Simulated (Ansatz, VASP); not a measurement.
# Cross-check of Rb2Pt between VASP and Ansatz, part 2 of 2

Wanted: the spread between two codes on one cell, functional and k mesh. The cell is generated by rule, not measured, and may not be a known phase. The cell is taken from a series of runs on this material, whose earlier steps may have relaxed, scaled, displaced or heated it; both programs get it as it stands.

VASP 6.6.1 and Ansatz 0.2.0.

So far: Starting point; Ansatz: relaxation of cell and atoms, LDA, pair 1; VASP: relaxation of cell and atoms, LDA, pair 1; Differences.

## (5) VASP: relaxation of cell and atoms, LDA, pair 2

Level of this step: LDA; plane waves and PAW (Rb_sv, Pt); invented cell (VASP).

The relaxed volume is the usual yardstick between codes: in a stiff, nearly cubic crystal its relative difference is about their pressure difference at one cell divided by the bulk modulus. This pair takes another cell of the material, with 6 atoms against 3 for the pair before.

INCAR reads:

```
SYSTEM = Rb2Pt
PREC = Accurate
ENCUT = 500
EDIFF = 1E-07
NELM = 120
ISMEAR = 1
SIGMA = 0.2
LREAL = .FALSE.
ALGO = Normal
GGA = CA
NBANDS = 34
LASPH = .TRUE.
LORBIT = 11
LWAVE = .FALSE.
LCHARG = .FALSE.
ISIF = 3
IBRION = 2
NSW = 80
EDIFFG = -0.005
GGA_COMPAT = .FALSE.
NELMIN = 4
KPAR = 2
```

POSCAR reads:

```
Rb2Pt
1.0
    5.4330750000      0.0000000000      0.0000000000
   -2.7165370000      4.7051810000      0.0000000000
    0.0000000000      0.0000000000      6.7853410000
Rb Pt
4 2
Direct
    0.3333332366      0.6666665958      0.0000000000
    0.3333332366      0.6666665958      0.4999999263
    0.6666665794      0.3333334042      0.0000000000
    0.6666665794      0.3333334042      0.4999999263
    0.0000000000      0.0000000000      0.1928063748
    0.0000000000      0.0000000000      0.8071936252
```

KPOINTS reads:

```
Automatic mesh
0
Gamma
9 9 6
0 0 0
```

Potentials, in the order of the species: Rb_sv and Pt (LDA family, release 64).

Started as:

```bash
$ mpirun -np 2 vasp_std
```

Numbers of over 12 decimals in the logs are rounded to 6 here.

The program printed:

```text
[banner, memory and clock lines left out]
running    2 mpi-ranks, on    1 nodes
[...]
LDA part: xc-table for (Slater(with rela. corr.)+CA(PZ))
 , standard interpolation
 POSCAR, INCAR and KPOINTS ok, starting setup
[...]
entering main loop
       N       E                     dE             d eps       ncg     rms          rms(c)
DAV:   1     0.347997967513E+03    0.34800E+03   -0.25843E+04  3264   0.144E+03
DAV:   2     0.483438682782E+01   -0.34316E+03   -0.33491E+03  4638   0.295E+02
DAV:   3    -0.183421381142E+02   -0.23177E+02   -0.22990E+02  4240   0.712E+01
DAV:   4    -0.191507894709E+02   -0.80865E+00   -0.80257E+00  4840   0.114E+01
[...]
DAV:  13    -0.179505704317E+02    0.83701E-06   -0.23711E-05  4136   0.137E-02    0.528E-03
DAV:  14    -0.179505698041E+02    0.62765E-06   -0.27002E-06  3622   0.532E-03    0.113E-03
DAV:  15    -0.179505697914E+02    0.12638E-07   -0.29364E-07  2818   0.166E-03
   1 F= -.17950570E+02 E0= -.17950719E+02  d E =-.179506E+02
[... from here on, the cycles between the ionic steps are left out ...]
   2 F= -.17951153E+02 E0= -.17951318E+02  d E =-.582770E-03
   3 F= -.17951153E+02 E0= -.17951317E+02  d E =-.583551E-03
   4 F= -.17951153E+02 E0= -.17951317E+02  d E =-.583624E-03
   5 F= -.17951159E+02 E0= -.17951307E+02  d E =-.572269E-05
 trial-energy change:   -0.000006  1 .order   -0.000005   -0.000007   -0.000004
 step:   2.0626(harm=  2.0626)  dis= 0.00054  next Energy=   -17.951161 (dE=-0.750E-05)
 reached required accuracy - stopping structural energy minimisation
```

From OUTCAR (step 5):

```text
  Total        0.0067776      0.0067776     -0.0053503      0.0000000      0.0000000     -0.0000000
  in kB        0.0623079      0.0623079     -0.0491865      0.0000000      0.0000000     -0.0000000
  external PRESSURE =       0.0251431 kB  Pullay stress =       0.0000000 kB

 POSITION                                       TOTAL-FORCE (eV/Angst)
 -----------------------------------------------------------------------------------
      0.00000      3.14147     -0.00000        -0.000000     -0.000000     -0.000000
      0.00000      3.14147      3.39858         0.000000     -0.000000     -0.000000
      2.72059      1.57073     -0.00000         0.000000      0.000000     -0.000000
      2.72059      1.57073      3.39858        -0.000000      0.000000     -0.000000
     -0.00000     -0.00000      1.31274         0.000000      0.000000     -0.003390
     -0.00000     -0.00000      5.48441         0.000000      0.000000      0.003390
 -----------------------------------------------------------------------------------
    total drift:                                0.001074     -0.000000      0.000539

  FREE ENERGIE OF THE ION-ELECTRON SYSTEM (eV)
  ---------------------------------------------------
  free  energy   TOTEN  =       -17.9511591379 eV

  energy  without entropy=      -17.9516041351  energy(sigma->0) =      -17.95130747

[... 1 part as in an earlier step ...]

[... 3 further parts left out ...]
[key lines of the parts left out:]
E-fermi :   3.4512
```

## (6) Ansatz: relaxation of cell and atoms, LDA, pair 2

The same cell, functional (in two slightly different forms), mesh and smearing now go to Ansatz, which takes its cutoff from its data sets.

The cell is taken from a series of runs on this material, whose earlier steps may have relaxed, scaled, displaced or heated it; both programs get it as it stands.

input.yaml reads:

```yaml
crystal:
  lattice:
    - [5.4330748272, 0.0, 0.0]
    - [-2.7165374136, 4.705180821, 0.0]
    - [0.0, 0.0, 6.7853409273]
  atoms:
    - { symbol: Rb, position: [0.3333333333, 0.6666666667, 0.0] }
    - { symbol: Rb, position: [0.3333333333, 0.6666666667, 0.5] }
    - { symbol: Rb, position: [0.6666666667, 0.3333333333, 0.0] }
    - { symbol: Rb, position: [0.6666666667, 0.3333333333, 0.5] }
    - { symbol: Pt, position: [0.0, 0.0, 0.1928064074] }
    - { symbol: Pt, position: [0.0, 0.0, 0.8071935926] }
kpoints:
  mp_grid: { grid: [9, 9, 6] }
hamiltonian:
  xc: lda
  pseudopotentials: { kind: nc }
scf:
  occupations: { method: methfessel_paxton, width: 0.2 }
output:
  forces: true
  stress: true
  eigenvalues: true
relax:
  adjacent_minimum: "off"
  f_tol: 0.001
  max_steps: 60
  cell: { stress_tol: 0.01 }
```

Started as:

```bash
$ ansatz run input.yaml --threads 8 --pin off --max-ram 14336MiB --backend cpu --events-out ev --progress --plain --runs-dir out
```

The program printed:

```text
[...]
Crystal: 6 atoms, lattice volume = 173.458 Å³
Basis set: ecut = 1142.878222 eV, 15139 PW (Γ)
Bands: 44, of which v1, the nominal top of the filled ones, is band 36 counted from 1 (35 counted from 0)
Symmetry: 24 space group operations
[...]
k-points: 48 of 486
[...]
cell:  # Å, volume = 173.4577 Å³
    - [5.433075, 0.0, 0.0]
    - [-2.716537, 4.705181, 0.0]
    - [0.0, 0.0, 6.7853409273]
  atoms:
    - { symbol: Rb, position: [0.333333, 0.666667, 0.0] }
    - { symbol: Rb, position: [0.333333, 0.666667, 0.5] }
    - { symbol: Rb, position: [0.666667, 0.333333, 0.0] }
    - { symbol: Rb, position: [0.666667, 0.333333, 0.5] }
    - { symbol: Pt, position: [0.0, 0.0, 0.192806] }
    - { symbol: Pt, position: [0.0, 0.0, 0.8071935926] }
[key lines of the parts left out:]
SCF converged after 9 iterations
Free energy (F): -10061.631898 eV
Fermi energy:    9.704005 eV
P = ⅓ Tr σ = 0.0035 GPa (0.035 kbar)
```

## (7) Differences

What differs besides the data sets and the points named for the pairs above, as far as they apply: the data sets hold 72 valence electrons in Ansatz (on norm-conserving files, of PseudoDojo where its log says so) and 56 in VASP. Total energies have different zeros and are not compared.

Compared:

| quantity | Ansatz | VASP | difference |
| --- | --- | --- | --- |
| volume (Å³) | 173.46 | 174.28 | -0.47 % |
| edge a after relaxation, in the typed setting (Å) | 5.433 | 5.441 | -0.15 % |
| edge c after relaxation, in the typed setting (Å) | 6.785 | 6.797 | -0.18 % |

## (8) Ansatz: relaxation of cell and atoms, LDA, pair 3

The relaxed volume is the usual yardstick between codes: in a stiff, nearly cubic crystal its relative difference is about their pressure difference at one cell divided by the bulk modulus. This pair takes another cell of the material, with 3 atoms against 6 for the pair before.

The cell is taken from a series of runs on this material, whose earlier steps may have relaxed, scaled, displaced or heated it; both programs get it as it stands.

input.yaml, the sections that differ from step 6:

```yaml
crystal:
  lattice:
    - [5.3773251499, -2.6404e-06, 0.0]
    - [-2.6886602883, 4.6569015044, 0.0]
    - [0.0, 0.0, 3.2324801791]
  atoms:
    - { symbol: Rb, position: [0.3333333333, 0.6666666667, 0.5] }
    - { symbol: Rb, position: [0.6666666667, 0.3333333333, 0.5] }
    - { symbol: Pt, position: [0.0, 0.0, 0.0] }
kpoints:
  mp_grid: { grid: [9, 9, 16] }
# hamiltonian, scf, output, relax: as in step 6
```

The program printed:

```text
[...]
Crystal: 3 atoms, lattice volume = 80.947 Å³
Basis set: ecut = 1142.878222 eV, 7067 PW (Γ)
Bands: 22, of which v1, the nominal top of the filled ones, is band 18 counted from 1 (17 counted from 0)
Symmetry: 24 space group operations
[...]
k-points: 108 of 1296
[...]
--- Relaxed structure (4 steps of the walk, 4 accepted, 1 SCFs on fresh bases) ---
[...]
cell:  # Å, volume = 80.8428 Å³
    - [5.401273, -2.6521569821339284e-6, 5.638230575840324e-19]
    - [-2.700634, 4.677641, -2.8191128903211057e-19]
    - [3.3893186804934326e-19, 0, 3.199767]
  atoms:
    - { symbol: Rb, position: [0.333333, 0.666667, 0.500000] }
    - { symbol: Rb, position: [0.666667, 0.333333, 0.500000] }
    - { symbol: Pt, position: [0, 0, 0] }
[key lines of the parts left out:]
SCF converged after 6 iterations
Free energy (F): -5030.704631 eV
Fermi energy:    10.754859 eV
P = ⅓ Tr σ = -0.0003 GPa (-0.003 kbar)
```

## (9) VASP: relaxation of cell and atoms, LDA, pair 3

The same cell, functional (in two slightly different forms), mesh and smearing now go to VASP, with its own data sets.

Edit INCAR of step 5 so:

```diff
@@ -10,3 +10,3 @@
 GGA = CA
-NBANDS = 34
+NBANDS = 20
 LASPH = .TRUE.
```

POSCAR reads:

```
Rb2Pt
1.0
    5.3773250000     -0.0000030000      0.0000000000
   -2.6886600000      4.6569020000      0.0000000000
    0.0000000000      0.0000000000      3.2324800000
Rb Pt
2 1
Direct
    0.3333333595      0.6666665951      0.5000000000
    0.6666666405      0.3333334049      0.5000000000
    0.0000000000      0.0000000000      0.0000000000
```

KPOINTS reads:

```
Automatic mesh
0
Gamma
9 9 16
0 0 0
```

Started as:

```bash
$ mpirun -np 2 vasp_std
```

The program printed:

```text
[... set-up lines as in an earlier step ...]
 entering main loop
       N       E                     dE             d eps       ncg     rms          rms(c)
DAV:   1     0.151668650022E+03    0.15167E+03   -0.13025E+04  4384   0.122E+03
DAV:   2    -0.183158453279E+00   -0.15185E+03   -0.14557E+03  5556   0.251E+02
DAV:   3    -0.915049574788E+01   -0.89673E+01   -0.88777E+01  6192   0.561E+01
DAV:   4    -0.945914301996E+01   -0.30865E+00   -0.30824E+00  6080   0.774E+00
[...]
DAV:  13    -0.886431385752E+01   -0.35976E-06   -0.13582E-05  4888   0.152E-02    0.682E-03
DAV:  14    -0.886431276634E+01    0.10912E-05   -0.37990E-06  4944   0.860E-03    0.708E-04
DAV:  15    -0.886431277776E+01   -0.11421E-07   -0.16429E-07  3844   0.188E-03
   1 F= -.88643128E+01 E0= -.88625093E+01  d E =-.886431E+01
[... from here on, the cycles between the ionic steps are left out ...]
   2 F= -.88650897E+01 E0= -.88632005E+01  d E =-.776957E-03
   3 F= -.88652079E+01 E0= -.88632778E+01  d E =-.895098E-03
   4 F= -.88653461E+01 E0= -.88633985E+01  d E =-.138265E-03
   5 F= -.88655053E+01 E0= -.88635346E+01  d E =-.297436E-03
   6 F= -.88653546E+01 E0= -.88633852E+01  d E =-.146707E-03
   7 F= -.88655280E+01 E0= -.88635512E+01  d E =-.320092E-03
[...]
reached required accuracy - stopping structural energy minimisation
```

Parts of OUTCAR (step 9):

```text
  Total        0.0041658      0.0041658      0.0025388     -0.0000000      0.0000000      0.0000000
  in kB        0.0820135      0.0820135      0.0499810     -0.0000000      0.0000000      0.0000000
  external PRESSURE =       0.0713360 kB  Pullay stress =       0.0000000 kB

 POSITION                                       TOTAL-FORCE (eV/Angst)
 -----------------------------------------------------------------------------------
      0.00000      3.12371      1.60511        -0.000000     -0.000000     -0.000000
      2.70521      1.56185      1.60511         0.000000      0.000000      0.000000
      0.00000      0.00000      0.00000         0.000000      0.000000      0.000000
 -----------------------------------------------------------------------------------
    total drift:                               -0.000000      0.000000     -0.000000

  FREE ENERGIE OF THE ION-ELECTRON SYSTEM (eV)
  ---------------------------------------------------
  free  energy   TOTEN  =        -8.8655279679 eV

  energy  without entropy=       -8.8595976484  energy(sigma->0) =       -8.86355119

[... 1 part as in an earlier step ...]

[... 3 further parts left out ...]
[key lines of the parts left out:]
E-fermi :   4.0300
```

## (10) Side by side

What differs besides the data sets and the points named for the pairs above, as far as they apply: the data sets hold 36 valence electrons in Ansatz (on norm-conserving files, of PseudoDojo where its log says so) and 28 in VASP. Total energies have different zeros and are not compared.

Both answers:

| quantity | Ansatz | VASP | difference |
| --- | --- | --- | --- |
| volume (Å³) | 80.84 | 81.38 | -0.66 % |
| edge a after relaxation, in the typed setting (Å) | 5.401 | 5.410 | -0.17 % |
| edge c after relaxation, in the typed setting (Å) | 3.200 | 3.210 | -0.32 % |

## (11) Summary of results

| Item | Value |
| --- | --- |
| difference in volume (relaxation of cell and atoms, LDA, pair 1) | -0.67 % |
| difference in volume (relaxation of cell and atoms, LDA, pair 2) | -0.47 % |
| difference in volume (relaxation of cell and atoms, LDA, pair 3) | -0.66 % |

The difference in volume is -0.67 % (relaxation of cell and atoms, LDA, pair 1), within the 1.2 % picked in this series as the mark of a large difference, as far as the stopping tolerances let one tell. The data sets hold unlike numbers of valence electrons (36 in Ansatz and 28 in VASP and 72 in Ansatz and 56 in VASP), so part of the differences comes from the potentials. 3 further runs of this series are not shown here. How closely two codes agree says nothing of how well the functional describes the real material.

[Lines on the potential files, build, host, timing and source positions are cut from VASP's logs without a mark.]

[Logs are printed without paths, hosts, clocks, repeated set-up lines and the standing remarks that a program may print on its own settings, such as how far it seeks lower states.]

[Hosts, paths, dates, database ids (printed as entryN), source tags and the programs' standing remarks are cut or masked in the printed files.]
